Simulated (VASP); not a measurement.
Computed with PBE GGA, VASP's PBE PAW potentials (set 64) (plane waves; VASP).

Input for VASP

### POSCAR
```
Nb
1
   -1.6339950000     1.6339950000     1.6339950000
    1.6339950000    -1.6339950000     1.6339950000
    1.6339950000     1.6339950000    -1.6339950000
Nb
1
Direct
  0.0000000000   0.0000000000   0.0000000000
```

INCAR:
```
ALGO  =  Normal
EDIFF  =  1E-6
ENCUT  =  300
GGA  =  PE
ISIF  =  2
ISMEAR  =  0
LASPH  =  .TRUE.
LCHARG  =  .FALSE.
LMAXMIX  =  4
LREAL  =  .FALSE.
LWAVE  =  .FALSE.
NELM  =  100
PREC  =  Accurate
SIGMA  =  0.05
SYSTEM  =  Nb
```

File KPOINTS:
```
Automatic mesh
0
Gamma
11 11 11
0 0 0
```

POTCAR, in this order: Nb_sv (PBE.64 set). Program: vasp_std.

Output of the run:

**OSZICAR**
```
       N       E                     dE             d eps       ncg     rms          rms(c)
DAV:   1     0.683866243254E+02    0.68387E+02   -0.57960E+03  1192   0.893E+02
DAV:   2    -0.765674819562E+01   -0.76043E+02   -0.73813E+02  1274   0.322E+02
DAV:   3    -0.104922423902E+02   -0.28355E+01   -0.27309E+01  1634   0.511E+01
DAV:   4    -0.105841228596E+02   -0.91880E-01   -0.91509E-01  1412   0.855E+00
DAV:   5    -0.105889936758E+02   -0.48708E-02   -0.48677E-02  1728   0.144E+00    0.789E+00
DAV:   6    -0.102172140188E+02    0.37178E+00   -0.69194E-01  1712   0.106E+01    0.286E+00
DAV:   7    -0.101706267527E+02    0.46587E-01   -0.21787E-01  1740   0.573E+00    0.868E-01
DAV:   8    -0.101738783213E+02   -0.32516E-02   -0.70132E-03  1288   0.123E+00    0.113E-01
DAV:   9    -0.101738648158E+02    0.13506E-04   -0.73095E-04  1868   0.317E-01    0.252E-02
DAV:  10    -0.101738526239E+02    0.12192E-04   -0.11838E-05  1362   0.465E-02    0.999E-03
DAV:  11    -0.101738443597E+02    0.82642E-05   -0.19993E-06  1256   0.123E-02    0.289E-03
DAV:  12    -0.101738413446E+02    0.30151E-05   -0.13387E-07   640   0.458E-03    0.580E-04
DAV:  13    -0.101738414624E+02   -0.11782E-06   -0.52382E-08   624   0.237E-03
   1 F= -.10173841E+02 E0= -.10172208E+02  d E =-.326594E-02
```

OUTCAR:
```
------------------------ aborting loop because EDIFF is reached ----------------------------------------
  FORCE on cell =-STRESS in cart. coord.  units (eV):
  Direction    XX          YY          ZZ          XY          YZ          ZX
  --------------------------------------------------------------------------------------
  Total        0.6882550      0.6882550      0.6882550      0.0000000      0.0000000     -0.0000000
  in kB       63.1899207     63.1899207     63.1899207      0.0000000      0.0000000     -0.0000000
  external PRESSURE =      63.1899207 kB  Pullay stress =       0.0000000 kB
  volume of cell :       17.45
      direct lattice vectors                 reciprocal lattice vectors
    -1.633995000  1.633995000  1.633995000     0.000000000  0.305998488  0.305998488
     1.633995000 -1.633995000  1.633995000     0.305998488  0.000000000  0.305998488
     1.633995000  1.633995000 -1.633995000     0.305998488  0.305998488  0.000000000
 POSITION                                       TOTAL-FORCE (eV/Angst)
 -----------------------------------------------------------------------------------
      0.00000      0.00000      0.00000        -0.000000      0.000000      0.000000
 -----------------------------------------------------------------------------------
    total drift:                                0.000000      0.000000     -0.000000
  FREE ENERGIE OF THE ION-ELECTRON SYSTEM (eV)
  ---------------------------------------------------
  free  energy   TOTEN  =       -10.1738414624 eV

  energy  without entropy=      -10.1705755191  energy(sigma->0) =      -10.17220849
```
(Selected blocks of OUTCAR.)

At this cut-off the stress carries a Pulay error, which pulls relaxed volumes low.

The structure is a typed Nb crystal (Im-3m). The cell was not relaxed at this level.
